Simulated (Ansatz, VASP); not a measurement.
**Zn in two plane-wave programs**

Wanted: the spread between two codes on one cell, functional and k mesh. The structure shown is frame 250 of Ansatz's trajectory.

Program: Ansatz 0.2.0. Level of theory: plane waves, with VASP 6.6.1 beside it; single point at PBE. Results are calculated unless marked as measured.

## 1. Set-up

The cell holds 48 atoms: 48 Zn. Cell: a = 9.257 Å, b = 9.257 Å, c = 9.257 Å, α = 90.0°, β = 90.0°, γ = 90.0°. As first built, before any earlier steps moved the atoms (in the runner's words): 48 atoms (48 Zn) placed at random at 6.57 g/cm^3 and pushed apart to contact distance.

## 2. Ansatz: dynamics, PBE

Ansatz runs on its default PAW (the set named soft_2) files.

One frame of this run of dynamics is then solved in both programs, so the motion causes no difference.

The input, input.yaml:

```yaml
crystal:
  lattice:
    - [9.2567, 0.0, 0.0]
    - [0.0, 9.2567, 0.0]
    - [0.0, 0.0, 9.2567]
  atoms:
    - { symbol: Zn, position: [0.14387, 0.20158, 0.89016] }
    - { symbol: Zn, position: [0.61414, 0.08826, 0.2741] }
    - { symbol: Zn, position: [0.43587, 0.07131, 0.84621] }
    - { symbol: Zn, position: [0.11947, 0.28603, 0.52635] }
    - { symbol: Zn, position: [0.46657, 0.57689, 0.73888] }
    - { symbol: Zn, position: [0.97976, 0.34505, 0.74195] }
    - { symbol: Zn, position: [0.64218, 0.205, 0.01843] }
    - { symbol: Zn, position: [0.01261, 0.27718, 0.25237] }
    - { symbol: Zn, position: [0.94918, 0.71831, 0.4934] }
    - { symbol: Zn, position: [0.7131, 0.9846, 0.79281] }
    - { symbol: Zn, position: [0.24439, 0.10182, 0.66765] }
    - { symbol: Zn, position: [0.98113, 0.09599, 0.65562] }
    - { symbol: Zn, position: [0.36404, 0.81972, 0.7385] }
    - { symbol: Zn, position: [0.16371, 0.86072, 0.57215] }
    - { symbol: Zn, position: [0.62618, 0.86065, 0.40649] }
    - { symbol: Zn, position: [0.74072, 0.9676, 0.07686] }
    - { symbol: Zn, position: [0.85495, 0.49374, 0.39254] }
    - { symbol: Zn, position: [0.18645, 0.76501, 0.3221] }
    - { symbol: Zn, position: [0.86595, 0.24157, 0.46848] }
    - { symbol: Zn, position: [0.40156, 0.58782, 0.25197] }
    - { symbol: Zn, position: [0.1351, 0.73093, 0.83434] }
    - { symbol: Zn, position: [0.45203, 0.88228, 0.20981] }
    - { symbol: Zn, position: [0.89127, 0.1496, 0.9522] }
    - { symbol: Zn, position: [0.65665, 0.51043, 0.90898] }
    - { symbol: Zn, position: [0.84088, 0.74411, 0.9794] }
    - { symbol: Zn, position: [0.33929, 0.11997, 0.19325] }
    - { symbol: Zn, position: [0.18657, 0.91907, 0.10817] }
    - { symbol: Zn, position: [0.23872, 0.48858, 0.83771] }
    - { symbol: Zn, position: [0.98771, 0.64527, 0.17473] }
    - { symbol: Zn, position: [0.58879, 0.72067, 0.05278] }
    - { symbol: Zn, position: [0.75029, 0.42088, 0.62324] }
    - { symbol: Zn, position: [0.61629, 0.62682, 0.52776] }
    - { symbol: Zn, position: [0.59076, 0.30556, 0.44308] }
    - { symbol: Zn, position: [0.12134, 0.54846, 0.60942] }
    - { symbol: Zn, position: [0.87473, 0.42683, 0.03118] }
    - { symbol: Zn, position: [0.62577, 0.23066, 0.75661] }
    - { symbol: Zn, position: [0.42519, 0.32321, 0.92353] }
    - { symbol: Zn, position: [0.33624, 0.34956, 0.39051] }
    - { symbol: Zn, position: [0.42606, 0.00063, 0.50568] }
    - { symbol: Zn, position: [0.88821, 0.59058, 0.77043] }
    - { symbol: Zn, position: [0.92655, 0.84691, 0.72238] }
    - { symbol: Zn, position: [0.8576, 0.84845, 0.28088] }
    - { symbol: Zn, position: [0.49107, 0.35144, 0.17719] }
    - { symbol: Zn, position: [0.41368, 0.33745, 0.64217] }
    - { symbol: Zn, position: [0.67452, 0.07831, 0.5471] }
    - { symbol: Zn, position: [0.32637, 0.70951, 0.03057] }
    - { symbol: Zn, position: [0.12906, 0.5072, 0.34919] }
    - { symbol: Zn, position: [0.7512, 0.31049, 0.234] }
kpoints:
  mp_grid: { grid: [1, 1, 1] }
hamiltonian:
  xc: pbe
scf:
  occupations: { method: fermi_dirac, width: 0.062 }
output:
  forces: true
  stress: true
md:
  timestep: 4.0
  n_steps: 750
  ensemble: nvt_nose_hoover
  temperature: 1223
  initial_velocities: maxwell_boltzmann
  seed: 6
  temperature_schedule:
    - { n_steps: 93, end_temperature: 1223 }
    - { n_steps: 93, end_temperature: 723 }
```

Started as:

```sh
$ ansatz run input.yaml --threads 8 --pin off --max-ram 15360MiB --backend cpu --events-out ev --progress --plain --runs-dir out
```

Numbers of over 12 decimals in the logs are rounded to 6 here.

What it wrote:

```text
Warning: md: disabling space-group detection — thermal motion breaks the input geometry's symmetry, so no spatial operation reduces the k-mesh or symmetrises the density; time reversal is kept, so that k and −k are solved as one point where they differ and the mesh holds both, and exact exchange and, on two spinor components, a DFT+U term hold to it where the run has them: on two components no moment then forms, and  [...]
Warning: output.stress: scf.convergence.dr2_threshold = 4.8e-8 eV (the default of an md: trajectory) is looser than the 4.8e-9 eV advised for a printed stress (1e-10 eV for each atom of the cell: 48). What an SCF threshold leaves in a stress goes as its square root, and in the free energy as the threshold itself, and one threshold admits the most on a small cell: [figures from the program's tests cut] Set scf.converg [...]
Engine: ansatz 0.2.0, aarch64-unknown-linux-gnu
Pseudopotentials: kind: paw
Pseudopotential: Zn, paw, valence charge 12, recommended cutoff 420 eV (normal), Zn.paw.azcp
Functional definition: PBE
  parameter kappa = 0.804
  parameter beta = 0.066725
  exchange = pbe_x(kappa = kappa, mu = beta*pi^2/3)
  correlation = pbe_c(beta = beta)
Crystal: 48 atoms, lattice volume = 793.174 Å³
Basis set: ecut = 420 eV, 15515 PW (Γ), exchange–correlation on 128×128×128 points (8 copies of the dense FFT grid, shifted against one another)
Bands: 346, of which v1, the nominal top of the filled ones, is band 288 counted from 1 (287 counted from 0)
Symmetry: 1 space group operations
k-points: 1
Non-local potential: Zn, projectors of the file, l = 0: 2, l = 1: 2, l = 2: 3, l = 3: 1
PAW form: soft (Blöchl's): semilocal exchange-correlation on the pseudo side does not see the compensation charge
PAW one-centre angular grid: Zn, 590 points (default); XC on 64 Gauss nodes
Initial density: superposition of atomic densities (neutral atoms: chi_scale 0, normalization atom), corrected by the library's trained network
Initial wavefunctions: pseudopotential atomic-orbital guess
Functional: x = pbe(κ = 0.804, μ = 0.219515), c = pbe(β = 0.066725)
SCF iter   1: F=—  HF=-159289.616812 eV  |F-HF|=—  |Δ(HF+E_count)|=         —  Δρ=6.91e-3  dr2=2.14e0  ethr=1.77e-3  ⟨swp⟩=5.0  Hψ=1402  notcnv=0  defer=31
preconditioner: auto → LDOS  [metal: Δε(μ)=0.066 eV  Ē_g=10.528 eV  σ=0.062 eV  W_gap=0.25  n_scr=250 (ndim 8)  ℏωp=31.6 eV  f_vac=0.026  D(μ)=26.22/eV (n_scr^D=178)  β→1.0]
SCF iter   2: F=—  HF=-159289.373392 eV  |F-HF|=—  |Δ(HF+E_count)|=   2.43e-1  Δρ=5.54e-3  dr2=4.49e-1  ethr=3.71e-4  ⟨swp⟩=3.0  Hψ=708  notcnv=0  defer=36
SCF iter   3: F=—  HF=-159289.307914 eV  |F-HF|=—  |Δ(HF+E_count)|=   6.55e-2  Δρ=3.14e-3  dr2=1.24e-1  ethr=7.79e-5  ⟨swp⟩=2.0  Hψ=620  notcnv=0  defer=36
SCF iter   4: F=—  HF=-159289.285290 eV  |F-HF|=—  |Δ(HF+E_count)|=   2.26e-2  Δρ=1.49e-3  dr2=3.92e-2  ethr=2.15e-5  ⟨swp⟩=2.0  Hψ=618  notcnv=0  defer=36
SCF iter   5: F=—  HF=-159289.278685 eV  |F-HF|=—  |Δ(HF+E_count)|=   6.60e-3  Δρ=4.03e-4  dr2=4.03e-3  ethr=6.80e-6  ⟨swp⟩=2.0  Hψ=586  notcnv=0  defer=36
SCF iter   6: F=—  HF=-159289.278635 eV  |F-HF|=—  |Δ(HF+E_count)|=   4.98e-5  Δρ=2.07e-4  dr2=9.00e-4  ethr=7.00e-7  ⟨swp⟩=2.0  Hψ=346  notcnv=0  defer=36
SCF iter   7: F=—  HF=-159289.278598 eV  |F-HF|=—  |Δ(HF+E_count)|=   3.71e-5  Δρ=1.36e-4  dr2=2.52e-4  ethr=1.56e-7  ⟨swp⟩=2.0  Hψ=585  notcnv=0  defer=36
SCF iter   8: F=—  HF=-159289.278560 eV  |F-HF|=—  |Δ(HF+E_count)|=   3.82e-5  Δρ=6.99e-5  dr2=7.38e-5  ethr=4.38e-8  ⟨swp⟩=2.0  Hψ=588  notcnv=0  defer=36
SCF iter   9: F=—  HF=-159289.278533 eV  |F-HF|=—  |Δ(HF+E_count)|=   2.71e-5  Δρ=2.54e-5  dr2=1.16e-5  ethr=1.28e-8  ⟨swp⟩=2.0  Hψ=481  notcnv=0  defer=36
SCF iter  10: F=—  HF=-159289.278985 eV  |F-HF|=—  |Δ(HF+E_count)|=   4.52e-4  Δρ=1.48e-5  dr2=2.23e-6  ethr=2.02e-9  ⟨swp⟩=2.0  Hψ=543  notcnv=0  defer=36
SCF iter  11: F=—  HF=-159289.278985 eV  |F-HF|=—  |Δ(HF+E_count)|=   1.18e-7  Δρ=8.71e-6  dr2=8.07e-7  ethr=3.87e-10  ⟨swp⟩=2.0  Hψ=597  notcnv=0  defer=36
[...]
md step   712: t =  2848.00 fs  T =   625.0 K (target 723.0 K)  F+E_penalty+E_count = -159294.64886433 eV  E_kin = 3.796776 eV  conserved = -159281.85058666 eV  P_inst = 7.2513 GPa  (5 SCF iters)
md step   714: t =  2856.00 fs  T =   621.8 K (target 723.0 K)  F+E_penalty+E_count = -159294.58097784 eV  E_kin = 3.777769 eV  conserved = -159281.84882500 eV  P_inst = 7.2050 GPa  (3 SCF iters)
md step   716: t =  2864.00 fs  T =   628.9 K (target 723.0 K)  F+E_penalty+E_count = -159294.56331993 eV  E_kin = 3.820559 eV  conserved = -159281.84853690 eV  P_inst = 7.1241 GPa  (4 SCF iters)
md step   718: t =  2872.00 fs  T =   647.9 K (target 723.0 K)  F+E_penalty+E_count = -159294.60504107 eV  E_kin = 3.936219 eV  conserved = -159281.85001737 eV  P_inst = 7.0086 GPa  (4 SCF iters)
md step   720: t =  2880.00 fs  T =   664.6 K (target 723.0 K)  F+E_penalty+E_count = -159294.61578669 eV  E_kin = 4.037412 eV  conserved = -159281.85100802 eV  P_inst = 6.8976 GPa  (8 SCF iters)
md step   722: t =  2888.00 fs  T =   667.1 K (target 723.0 K)  F+E_penalty+E_count = -159294.52484117 eV  E_kin = 4.052729 eV  conserved = -159281.85024082 eV  P_inst = 6.8212 GPa  (5 SCF iters)
md step   724: t =  2896.00 fs  T =   659.4 K (target 723.0 K)  F+E_penalty+E_count = -159294.35979905 eV  E_kin = 4.005804 eV  conserved = -159281.84829634 eV  P_inst = 6.7679 GPa  (4 SCF iters)
md step   726: t =  2904.00 fs  T =   656.8 K (target 723.0 K)  F+E_penalty+E_count = -159294.21842302 eV  E_kin = 3.990359 eV  conserved = -159281.84673130 eV  P_inst = 6.6979 GPa  (4 SCF iters)
md step   728: t =  2912.00 fs  T =   672.1 K (target 723.0 K)  F+E_penalty+E_count = -159294.17974379 eV  E_kin = 4.083445 eV  conserved = -159281.84657699 eV  P_inst = 6.5818 GPa  (4 SCF iters)
md step   730: t =  2920.00 fs  T =   705.2 K (target 723.0 K)  F+E_penalty+E_count = -159294.24345170 eV  E_kin = 4.283971 eV  conserved = -159281.84724981 eV  P_inst = 6.4259 GPa  (8 SCF iters)
md step   732: t =  2928.00 fs  T =   746.6 K (target 723.0 K)  F+E_penalty+E_count = -159294.35634857 eV  E_kin = 4.535713 eV  conserved = -159281.84766290 eV  P_inst = 6.2639 GPa  (4 SCF iters)
md step   734: t =  2936.00 fs  T =   787.9 K (target 723.0 K)  F+E_penalty+E_count = -159294.47315132 eV  E_kin = 4.786902 eV  conserved = -159281.84765078 eV  P_inst = 6.1314 GPa  (4 SCF iters)
md step   736: t =  2944.00 fs  T =   824.3 K (target 723.0 K)  F+E_penalty+E_count = -159294.57173104 eV  E_kin = 5.007656 eV  conserved = -159281.84800616 eV  P_inst = 6.0517 GPa  (4 SCF iters)
md step   738: t =  2952.00 fs  T =   848.6 K (target 723.0 K)  F+E_penalty+E_count = -159294.61568956 eV  E_kin = 5.155493 eV  conserved = -159281.84919669 eV  P_inst = 6.0364 GPa  (5 SCF iters)
md step   740: t =  2960.00 fs  T =   849.0 K (target 723.0 K)  F+E_penalty+E_count = -159294.53471394 eV  E_kin = 5.157736 eV  conserved = -159281.85006556 eV  P_inst = 6.0928 GPa  (8 SCF iters)
md step   742: t =  2968.00 fs  T =   819.3 K (target 723.0 K)  F+E_penalty+E_count = -159294.28985987 eV  E_kin = 4.977131 eV  conserved = -159281.84878091 eV  P_inst = 6.2181 GPa  (4 SCF iters)
md step   744: t =  2976.00 fs  T =   774.8 K (target 723.0 K)  F+E_penalty+E_count = -159293.97052218 eV  E_kin = 4.707041 eV  conserved = -159281.84544552 eV  P_inst = 6.3677 GPa  (4 SCF iters)
md step   746: t =  2984.00 fs  T =   748.8 K (target 723.0 K)  F+E_penalty+E_count = -159293.77500520 eV  E_kin = 4.548887 eV  conserved = -159281.84327069 eV  P_inst = 6.4609 GPa  (4 SCF iters)
md step   748: t =  2992.00 fs  T =   762.3 K (target 723.0 K)  F+E_penalty+E_count = -159293.82937343 eV  E_kin = 4.631358 eV  conserved = -159281.84451678 eV  P_inst = 6.4517 GPa  (5 SCF iters)
[...]
md step   750: t =  3000.00 fs  T =   803.7 K (target 723.0 K)  F+E_penalty+E_count = -159294.05955695 eV  E_kin = 4.882860 eV  conserved = -159281.84770422 eV  P_inst = 6.3828 GPa  (9 SCF iters)
SCF converged after 9 iterations
Free energy (F): -159294.059557 eV
Harris-Foulkes:  -159294.059557 eV  (|F-HF|=7.89e-9)
Internal energy: -159293.829371 eV  (E = F + TS)
E sigma→0 (E₀):  -159293.944464 eV
Entropy (-TS):   -0.230186 eV (-4.796 meV/atom)
Fermi energy:    9.828503 eV
--- Per-component energies (eV) ---
  E_band       = 1638.619762
  E_kinetic    = 6311.892603
  E_local      = -82223.774165  (includes V_loc(G=0)·N_el)
  E_nonlocal   = 29276.656340
  E_hartree    = 34775.330777
  E_xc         = -6620.353478
  E_vxc        = -2537.692746  (∫ρ·V_xc dr)
  E_paw        = -87553.403409  (= ΣΔE_a)
  E_vpaw       = -18739.107619  (= ΣTr[D̂ρ^β])
  E_aug_tail   = -0.017403  (compensation charges beyond the density's cutoff)
  E_ewald      = -53260.160636
  E_smearing   = -0.230186  (= −TS)
  E_closure    = -0.000000  (closes the sum)
  Σ components = -159294.059557   (vs F -159294.059557, Δ=0.00e0)
--- Forces (eV/Å), atoms counted from 1 ---
  atom   1  Zn     0.44194628    -0.28507819    -0.06659836
  atom   2  Zn     1.48200724     0.43124480     0.50726236
  atom   3  Zn     0.27408337     0.64531947    -0.07356346
  atom   4  Zn    -0.37102031    -1.04735973     0.64496515
  atom   5  Zn     0.29252311     0.35165194    -0.37820124
  atom   6  Zn     0.13186507    -0.43874042    -0.38470083
  atom   7  Zn    -0.66955349    -0.08897828    -0.16237647
  atom   8  Zn     0.28612693    -0.61158031     0.65778243
  atom   9  Zn    -0.66966902    -0.58399666     0.21056490
  atom  10  Zn     0.77188435     0.33792935     0.48036440
  atom  11  Zn     0.88901847     1.07775050    -0.74260141
  atom  12  Zn    -0.04716150    -0.40651573    -0.01186735
  atom  13  Zn    -0.28430371    -0.67854503    -0.29583406
  atom  14  Zn    -0.10869012     0.19161802    -0.02894913
  atom  15  Zn    -0.46710228     1.61395217     0.01389721
  atom  16  Zn     0.55350320    -0.19080067    -0.84131855
  atom  17  Zn     0.27530947    -0.68126136     0.04824206
  atom  18  Zn     0.60250436     0.71870994     0.80479995
  atom  19  Zn    -0.03145785    -0.03991571     0.95199582
  atom  20  Zn     1.48343458    -1.74196557     1.26761951
  atom  21  Zn    -0.69837105     0.04660308     0.24510943
  atom  22  Zn    -0.35463094    -0.14359921     0.20811649
  atom  23  Zn    -0.16227766    -0.27142673     0.09772042
  atom  24  Zn     0.44875046    -1.03968977    -0.18738395
[...]
atom  41  Zn     0.43523973    -0.33078249     0.12063996
  atom  42  Zn    -0.04126853     0.19087637    -0.40919013
  atom  43  Zn     0.38413197     0.91671802    -0.07395017
  atom  44  Zn     0.33769883    -0.30068412    -0.50512661
  atom  45  Zn     0.18010365     0.30022100     0.17819386
  atom  46  Zn    -0.85238231    -0.45240106     0.35760434
  atom  47  Zn    -0.03406707    -0.20750557    -0.24199015
  atom  48  Zn    -1.34173216     0.08432806    -0.72859367
  max |Σ_I F_I| component: 1.12e-5 eV/Å
--- Stress (GPa, compression-positive) ---
        5.614234      -0.191916      -1.015025
       -0.191916       6.054464      -0.879388
       -1.015025      -0.879388       5.465073
  P = ⅓ Tr σ = 5.7113 GPa (57.113 kbar)
--- MD trajectory: 750 steps, t = 0.0 → 3000.0 fs ---
  final state: T = 803.7 K   F+E_penalty+E_count = -159294.05955695 eV   E_kin = 4.882860 eV
  conserved energy: peak-to-peak 3.267e-2 eV (6.807e-4 eV/atom) over 3000.0 fs
```

[end of part 1 of 2]

[Lines on the potential files, build, host, timing and source positions are cut from VASP's logs without a mark.]

[Logs are printed without paths, hosts, clocks, repeated set-up lines and the standing remarks that a program may print on its own settings, such as how far it seeks lower states.]

[Hosts, paths, dates, database ids (printed as entryN), source tags and the programs' standing remarks are cut or masked in the printed files.]
